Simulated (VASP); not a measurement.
Computed with modified Becke-Johnson potential (mBJ), VASP's PBE PAW potentials (set 64) (plane waves; VASP 6.6.1).

The input files of a VASP run:

File POSCAR:
```
KBr
1.0
  0.0000000000   3.3526307467   3.3526307467
  3.3526307467   0.0000000000   3.3526307467
  3.3526307467   3.3526307467   0.0000000000
K Br
1 1
Cart
  0.0000000000   0.0000000000   0.0000000000
  3.3526307467   3.3526307467   3.3526307467
```

### INCAR
```
ALGO=Normal
EDIFF=1E-6
ENCUT=520
ISIF=0
ISMEAR=0
LASPH=.TRUE.
LCHARG=.FALSE.
LMAXMIX=4
LMIXTAU=.TRUE.
LREAL=.FALSE.
LWAVE=.FALSE.
METAGGA=MBJ
NELM=200
PREC=Accurate
SIGMA=0.05
SYSTEM=KBr
```

### KPOINTS_OPT
```
k-points along high-symmetry lines
11
Line-mode
Reciprocal
  0.000000   0.000000   0.000000 ! GAMMA
  0.500000   0.000000   0.500000 ! X

  0.500000   0.000000   0.500000 ! X
  0.625000   0.250000   0.625000 ! U

  0.375000   0.375000   0.750000 ! K
  0.000000   0.000000   0.000000 ! GAMMA

  0.000000   0.000000   0.000000 ! GAMMA
  0.500000   0.500000   0.500000 ! L

  0.500000   0.500000   0.500000 ! L
  0.500000   0.250000   0.750000 ! W

  0.500000   0.250000   0.750000 ! W
  0.500000   0.000000   0.500000 ! X
```

KPOINTS:
```
Automatic mesh
0
Gamma
6 6 6
0 0 0
```

POTCAR, in this order: K_sv Br (PBE.64 set). Program: vasp_std. Read from the step before: WAVECAR.

**OSZICAR**
```
...
DAV: 162     0.192577998913E+03   -0.29649E+00   -0.86561E+00   504   0.374E+01    0.840E+01
DAV: 163     0.171792577189E+03   -0.20785E+02   -0.18765E+02   560   0.186E+02    0.206E+02
DAV: 164     0.187717010067E+03    0.15924E+02   -0.58679E+01   384   0.132E+02    0.106E+02
DAV: 165     0.190514332654E+03    0.27973E+01   -0.23559E+01   388   0.536E+01    0.178E+02
DAV: 166     0.192032375355E+03    0.15180E+01   -0.12748E+01   420   0.374E+01    0.115E+02
DAV: 167     0.331135606657E+02   -0.15892E+03   -0.14057E+03   528   0.527E+02    0.557E+01
DAV: 168     0.193403298692E+03    0.16029E+03   -0.54060E+02   400   0.253E+02    0.350E+01
DAV: 169     0.192756747308E+03   -0.64655E+00   -0.13561E+02   580   0.951E+01    0.141E+02
DAV: 170     0.191536256477E+03   -0.12205E+01   -0.82493E+00   488   0.311E+01    0.167E+02
DAV: 171     0.188320426296E+03   -0.32158E+01   -0.96592E+00   388   0.381E+01    0.202E+02
DAV: 172     0.190703676883E+03    0.23833E+01   -0.42249E+00   420   0.252E+01    0.167E+02
DAV: 173     0.190011719908E+03   -0.69196E+00   -0.70725E-01   448   0.111E+01    0.185E+02
DAV: 174     0.189820251787E+03   -0.19147E+00   -0.15991E+00   388   0.378E+01    0.186E+02
DAV: 175     0.191228556938E+03    0.14083E+01   -0.29126E+00   440   0.207E+01    0.156E+02
DAV: 176     0.190820936660E+03   -0.40762E+00   -0.17792E+00   512   0.178E+01    0.164E+02
DAV: 177     0.189854272861E+03   -0.96666E+00   -0.11025E+00   384   0.133E+01    0.179E+02
DAV: 178     0.186062486309E+03   -0.37918E+01   -0.10422E+01   492   0.365E+01    0.192E+02
DAV: 179     0.191824812610E+03    0.57623E+01   -0.28824E+01   404   0.522E+01    0.136E+02
DAV: 180     0.188155619653E+03   -0.36692E+01   -0.15149E+01   384   0.475E+01    0.200E+02
DAV: 181     0.191228755440E+03    0.30731E+01   -0.80589E+00   384   0.325E+01    0.149E+02
DAV: 182     0.184252602647E+03   -0.69762E+01   -0.32510E+01   384   0.687E+01    0.213E+02
DAV: 183     0.191943715258E+03    0.76911E+01   -0.34631E+01   384   0.615E+01    0.135E+02
DAV: 184     0.185453991098E+03   -0.64897E+01   -0.31200E+01   384   0.712E+01    0.212E+02
DAV: 185     0.191925680912E+03    0.64717E+01   -0.26719E+01   408   0.563E+01    0.125E+02
DAV: 186     0.186729105334E+03   -0.51966E+01   -0.22586E+01   384   0.596E+01    0.204E+02
DAV: 187     0.192221668446E+03    0.54926E+01   -0.29743E+01   384   0.559E+01    0.117E+02
DAV: 188     0.190084543131E+03   -0.21371E+01   -0.85319E+00   384   0.396E+01    0.187E+02
DAV: 189     0.190082737227E+03   -0.18059E-02   -0.17770E+00   456   0.167E+01    0.170E+02
DAV: 190     0.188998725730E+03   -0.10840E+01   -0.28607E+00   384   0.322E+01    0.180E+02
DAV: 191     0.558548108511E+02   -0.13314E+03   -0.91028E+02   500   0.357E+02    0.297E+01
DAV: 192     0.201507287347E+03    0.14565E+03   -0.81448E+02   400   0.266E+02    0.584E+01
DAV: 193     0.188298971353E+03   -0.13208E+02   -0.12059E+02   396   0.112E+02    0.273E+02
DAV: 194     0.188810368256E+03    0.51140E+00   -0.58330E+00   512   0.277E+01    0.185E+02
DAV: 195     0.191653608848E+03    0.28432E+01   -0.80775E+00   452   0.378E+01    0.129E+02
DAV: 196     0.190831666424E+03   -0.82194E+00   -0.26620E+00   388   0.220E+01    0.167E+02
DAV: 197     0.188646721133E+03   -0.21849E+01   -0.52204E+00   444   0.285E+01    0.205E+02
DAV: 198     0.191728855758E+03    0.30821E+01   -0.10017E+01   384   0.360E+01    0.133E+02
DAV: 199     0.187418792535E+03   -0.43101E+01   -0.17299E+01   400   0.541E+01    0.214E+02
DAV: 200     0.191977552512E+03    0.45588E+01   -0.17188E+01   384   0.490E+01
   1 F= 0.19197755E+03 E0= 0.19197755E+03  d E =-.511488E-14
       N       E                     dE             ncg
       N       E                     dE             ncg
       N       E                     dE             ncg
       N       E                     dE             ncg
       N       E                     dE             ncg
```

Task: The electronic loop did not converge. What happens with NELM = 300, IMIX = 1, AMIX = 0.1?

Result: Convergence was not reached.
### OSZICAR
```
...
DAV: 267     0.187013925759E+03   -0.36026E+00   -0.60388E+01   384   0.640E+01    0.918E+01
DAV: 268     0.186796649974E+03   -0.21728E+00   -0.43733E+01   408   0.543E+01    0.330E+01
DAV: 269     0.188293213876E+03    0.14966E+01   -0.11322E+01   412   0.252E+01    0.343E+01
DAV: 270     0.180465733011E+03   -0.78275E+01   -0.53292E+01   404   0.922E+01    0.123E+02
DAV: 271     0.187785892339E+03    0.73202E+01   -0.12136E+02   388   0.951E+01    0.294E+01
DAV: 272     0.186559021107E+03   -0.12269E+01   -0.41883E+01   412   0.410E+01    0.757E+01
DAV: 273    -0.875163090217E+03   -0.10617E+04   -0.11488E+04   532   0.194E+03    0.104E+02
DAV: 274    -0.175956231050E+04   -0.88440E+03   -0.39535E+03   508   0.230E+03    0.156E+02
DAV: 275     0.476653635716E+02    0.18072E+04   -0.67603E+03   384   0.617E+02    0.489E+01
DAV: 276     0.187527594255E+03    0.13986E+03   -0.10615E+03   560   0.123E+02    0.189E+02
DAV: 277     0.195073277536E+03    0.75457E+01   -0.11567E+02   484   0.872E+01    0.106E+02
DAV: 278     0.195105728056E+03    0.32451E-01   -0.70456E+01   408   0.582E+01    0.139E+01
DAV: 279     0.192775236923E+03   -0.23305E+01   -0.69172E+01   420   0.729E+01    0.178E+02
DAV: 280     0.197277372760E+03    0.45021E+01   -0.19152E+01   404   0.296E+01    0.142E+02
DAV: 281     0.185256732651E+03   -0.12021E+02   -0.10184E+02   384   0.142E+02    0.375E+02
DAV: 282     0.196765354421E+03    0.11509E+02   -0.14137E+02   392   0.105E+02    0.126E+02
DAV: 283     0.191896818952E+03   -0.48685E+01   -0.69951E+01   404   0.760E+01    0.719E+01
DAV: 284    -0.869594702167E+02   -0.27886E+03   -0.34963E+03   520   0.913E+02    0.356E+02
DAV: 285     0.110401942100E+03    0.19736E+03   -0.31999E+03   396   0.395E+02    0.126E+02
DAV: 286     0.190631388613E+03    0.80229E+02   -0.10246E+03   596   0.137E+02    0.731E+01
DAV: 287     0.193001136284E+03    0.23697E+01   -0.16286E+02   460   0.940E+01    0.133E+02
DAV: 288     0.187894617769E+03   -0.51065E+01   -0.77636E+01   404   0.588E+01    0.189E+02
DAV: 289     0.188021056656E+03    0.12644E+00   -0.99308E+01   392   0.847E+01    0.109E+01
DAV: 290     0.190718975906E+03    0.26979E+01   -0.60465E+01   392   0.567E+01    0.695E+01
DAV: 291     0.191724217125E+03    0.10052E+01   -0.66159E+01   412   0.525E+01    0.790E+01
DAV: 292     0.187448360620E+03   -0.42759E+01   -0.48653E+01   412   0.471E+01    0.706E+01
DAV: 293     0.188204793938E+03    0.75643E+00   -0.78381E+01   396   0.695E+01    0.752E+01
DAV: 294     0.188934942498E+03    0.73015E+00   -0.83248E+01   400   0.663E+01    0.120E+02
DAV: 295     0.181821465028E+03   -0.71135E+01   -0.21750E+02   392   0.163E+02    0.246E+02
DAV: 296     0.188187484792E+03    0.63660E+01   -0.41047E+01   388   0.436E+01    0.149E+02
DAV: 297     0.192064173778E+03    0.38767E+01   -0.68463E+01   392   0.619E+01    0.170E+01
DAV: 298     0.188075396894E+03   -0.39888E+01   -0.44153E+01   396   0.561E+01    0.830E+01
DAV: 299     0.168727677936E+03   -0.19348E+02   -0.35073E+02   396   0.217E+02    0.294E+02
DAV: 300     0.185054744436E+03    0.16327E+02   -0.24730E+02   400   0.904E+01
   1 F= 0.18505474E+03 E0= 0.18505492E+03  d E =-.357134E-03
       N       E                     dE             ncg
       N       E                     dE             ncg
       N       E                     dE             ncg
       N       E                     dE             ncg
       N       E                     dE             ncg
```

The compound is KBr in the rock salt structure. The cell's shape comes from a PBE relaxation.
